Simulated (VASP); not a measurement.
Given:

```
CELL_PARAMETERS angstrom
      0.00000     5.65454     5.65454
      5.65454     0.00000     5.65454
      5.65454     5.65454     0.00000
ATOMIC_POSITIONS crystal
  Cs 0.75000 0.75000 0.75000
  Cs 0.25000 0.25000 0.25000
  Ag 0.50000 0.50000 0.50000
  Bi 0.00000 0.00000 0.00000
  Br 0.74919 0.25081 0.25081
  Br 0.25081 0.74919 0.74919
  Br 0.25081 0.74919 0.25081
  Br 0.74919 0.25081 0.74919
  Br 0.25081 0.25081 0.74919
  Br 0.74919 0.74919 0.25081
```

The numbers are results of PBE GGA, VASP's PBE PAW potentials (set 64) (plane waves; VASP 6.6.1), not measurements. Numerical set-up: 300 eV cut-off, 3×3×3 Γ-centred mesh shifted by (0.5, 0.5, 0.5), Gaussian smearing of 0.010 eV, potentials Cs_sv Ag Bi_d Br.

At this cut-off the stress carries a Pulay error, which pulls relaxed volumes low. Energy and stress use the plane-wave basis of the starting cell.

### Question
The ions, cell shape and volume are relaxed. Which structure does the run end with?

### Answer

```
CELL_PARAMETERS angstrom
      0.00000     5.72983     5.72983
      5.72983     0.00000     5.72983
      5.72983     5.72983     0.00000
ATOMIC_POSITIONS crystal
  Cs 0.75000 0.75000 0.75000
  Cs 0.25000 0.25000 0.25000
  Ag 0.50000 0.50000 0.50000
  Bi 0.00000 0.00000 0.00000
  Br 0.74835 0.25165 0.25165
  Br 0.25165 0.74835 0.74835
  Br 0.25165 0.74835 0.25165
  Br 0.74835 0.25165 0.74835
  Br 0.25165 0.25165 0.74835
  Br 0.74835 0.74835 0.25165
```
Space group Fm-3m (225), at a tolerance of 0.03 Å.

### Question
How do energy and volume change from the first to the last step?

### Answer
The energy (σ→0) changes by -5.6 meV/atom and the volume by +4.0 %, in 5 ionic steps.

The structure comes from a computed database's Cs2AgBiBr6 entry; how it stands against other phases isn't given here. This run relaxes it. Symmetry was kept, so distortions that lower it aren't found. The run is one of a series of settings (EDIFFG = -0.01, IBRION = 2, ISIF = 3, NSW = 50 against the base run), some of them coarse on purpose.
